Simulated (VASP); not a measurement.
These are LDA (Ceperley-Alder, Perdew-Zunger), VASP's LDA PAW potentials (set 64) (plane waves; VASP) values and carry that method's errors.

VASP input:

File POSCAR:
```
Al
1
    0.0000000000     1.9902394283     1.9902394283
    1.9902394283     0.0000000000     1.9902394283
    1.9902394283     1.9902394283     0.0000000000
Al
1
Direct
  0.0000000000   0.0000000000   0.0000000000
```

File KPOINTS:
```
Automatic
0
gamma
18 18 18
0 0 0
```

### INCAR
```
SYSTEM = Al
PREC = Accurate
ENCUT = 520
EDIFF = 1E-7
NELM = 100
ALGO = Normal
LREAL = .FALSE.
LASPH = .TRUE.
ISMEAR = -5
LWAVE = .FALSE.
LCHARG = .TRUE.
LORBIT = 11
NEDOS = 601
ISIF = 2
```

POTCAR, in this order: Al (LDA.64 set). Program: vasp_std.

What VASP printed:

### OUTCAR
```
 ion  position               nearest neighbor table
   1  0.000  0.000  0.000-
  LATTYP: Found a face centered cubic cell.
 ALAT       =     3.9804788566
 Subroutine PRICEL returns:
 Original cell was already a primitive cell.
 Subroutine GETGRP returns: Found 48 space group operations
The static configuration has the point symmetry O_h .
The dynamic configuration has the point symmetry O_h .
 Subroutine INISYM returns: Found 48 space group operations
 Subroutine IBZKPT returns following result:
 Found    195 irreducible k-points:

 Following reciprocal coordinates:
            Coordinates               Weight
  0.000000  0.000000  0.000000      1.000000
  0.055556  0.000000  0.000000      8.000000
  0.111111  0.000000  0.000000      8.000000
  0.166667  0.000000  0.000000      8.000000
  0.222222  0.000000  0.000000      8.000000
  0.277778  0.000000  0.000000      8.000000
  0.333333  0.000000  0.000000      8.000000
  0.388889  0.000000  0.000000      8.000000
  0.444444  0.000000  0.000000      8.000000
  0.500000  0.000000  0.000000      4.000000
  0.055556  0.055556  0.000000      6.000000
  0.111111  0.055556  0.000000     24.000000
  0.166667  0.055556  0.000000     24.000000
  0.222222  0.055556  0.000000     24.000000
  0.277778  0.055556  0.000000     24.000000
  0.333333  0.055556  0.000000     24.000000
  0.388889  0.055556  0.000000     24.000000
  0.444444  0.055556  0.000000     24.000000
  0.500000  0.055556  0.000000     24.000000
 -0.444444  0.055556  0.000000     24.000000
 -0.388889  0.055556  0.000000     24.000000
 -0.333333  0.055556  0.000000     24.000000
 -0.277778  0.055556  0.000000     24.000000
 -0.222222  0.055556  0.000000     24.000000
 -0.166667  0.055556  0.000000     24.000000
 -0.111111  0.055556  0.000000     24.000000
 -0.055556  0.055556  0.000000     12.000000
  0.111111  0.111111  0.000000      6.000000
  0.166667  0.111111  0.000000     24.000000
  0.222222  0.111111  0.000000     24.000000
  0.277778  0.111111  0.000000     24.000000
  0.333333  0.111111  0.000000     24.000000
  0.388889  0.111111  0.000000     24.000000
  0.444444  0.111111  0.000000     24.000000
  0.500000  0.111111  0.000000     24.000000
 -0.444444  0.111111  0.000000     24.000000
 -0.388889  0.111111  0.000000     24.000000
 -0.333333  0.111111  0.000000     24.000000
 -0.277778  0.111111  0.000000     24.000000
 -0.222222  0.111111  0.000000     24.000000
   k-points           NKPTS =    195   k-points in BZ     NKDIM =    195   number of bands    NBANDS=      5
   number of dos      NEDOS =    601   number of ions     NIONS =      1
   total plane-waves  NPLWV =  13824
   dimension x,y,z NGX =    24 NGY =   24 NGZ =   24
   dimension x,y,z NGXF=    48 NGYF=   48 NGZF=   48
   ions per type =               1
   PREC   = accura    normal or accurate (medium, high low for compatibility)
   ISTART =      0    job   : 0-new  1-cont  2-samecut
   ICHARG =      2    charge: 1-file 2-atom 10-const
   ISPIN  =      1    spin polarized calculation?
   LNONCOLLINEAR =      F non collinear calculations
   LSORBIT =      F    spin-orbit coupling
   INIWAV =      1    electr: 0-lowe 1-rand  2-diag
   ENCUT  =  520.0 eV  38.22 Ry    6.18 a.u.   5.23  5.23  5.23*2*pi/ulx,y,z
   NELM   =    100;   NELMIN=  2; NELMDL= -5     # of ELM steps
   EDIFF  = 0.1E-06   stopping-criterion for ELM
   LREAL  =      F    real-space projection
   NLSPLINE    = F    spline interpolate recip. space projectors
   LMAXMIX     =    2 max onsite mixed and CHGCAR
   VOSKOWN=      0    Vosko Wilk Nusair interpolation
...
```

### OSZICAR
```
       N       E                     dE             d eps       ncg     rms          rms(c)
DAV:   1    -0.208418612062E+01   -0.20842E+01   -0.88974E+02  2100   0.331E+02
DAV:   2    -0.420638106063E+01   -0.21222E+01   -0.20794E+01  2530   0.306E+01
DAV:   3    -0.422195005115E+01   -0.15569E-01   -0.15575E-01  2535   0.310E+00
DAV:   4    -0.422199613745E+01   -0.46086E-04   -0.50321E-04  2630   0.156E-01
DAV:   5    -0.422199627709E+01   -0.13964E-06   -0.15404E-06  2635   0.782E-03    0.146E+00
DAV:   6    -0.420385641470E+01    0.18140E-01   -0.23611E-03  2235   0.310E-01    0.818E-01
DAV:   7    -0.419220200622E+01    0.11654E-01   -0.59670E-03  2285   0.484E-01    0.171E-01
DAV:   8    -0.419218916393E+01    0.12842E-04   -0.30419E-05  2675   0.557E-02    0.122E-02
DAV:   9    -0.419219019961E+01   -0.10357E-05   -0.20059E-07  2465   0.313E-03    0.116E-03
DAV:  10    -0.419219026789E+01   -0.68279E-07   -0.27717E-09  1800   0.511E-04
   1 F= -.41921903E+01 E0= -.41921903E+01  d E =0.000000E+00
```

### OUTCAR
```
------------------------ aborting loop because EDIFF is reached ----------------------------------------
  FORCE on cell =-STRESS in cart. coord.  units (eV):
  Direction    XX          YY          ZZ          XY          YZ          ZX
  --------------------------------------------------------------------------------------
  Total       -0.0057805     -0.0057805     -0.0057805     -0.0000000      0.0000000      0.0000000
  in kB       -0.5873954     -0.5873954     -0.5873954     -0.0000000      0.0000000      0.0000000
  external PRESSURE =      -0.5873954 kB  Pullay stress =       0.0000000 kB
  volume of cell :       15.77
      direct lattice vectors                 reciprocal lattice vectors
     0.000000000  1.990239428  1.990239428    -0.251226055  0.251226055  0.251226055
     1.990239428  0.000000000  1.990239428     0.251226055 -0.251226055  0.251226055
     1.990239428  1.990239428  0.000000000     0.251226055  0.251226055 -0.251226055
 POSITION                                       TOTAL-FORCE (eV/Angst)
 -----------------------------------------------------------------------------------
      0.00000      0.00000      0.00000         0.000000      0.000000      0.000000
 -----------------------------------------------------------------------------------
    total drift:                               -0.000000      0.000000      0.000000
  FREE ENERGIE OF THE ION-ELECTRON SYSTEM (eV)
  ---------------------------------------------------
  free  energy   TOTEN  =        -4.1921902679 eV

  energy  without entropy=       -4.1921902679  energy(sigma->0) =       -4.19219027

 total charge

# of ion       s       p       d       tot
------------------------------------------
    1        0.436   0.365   0.000   0.801
```
(Selected blocks of OUTCAR.)

For a metal the tetrahedron method with Blöchl corrections gives inexact stress and forces.

The compound is Al in the fcc structure. It was relaxed first, which changed the volume by -5 %.
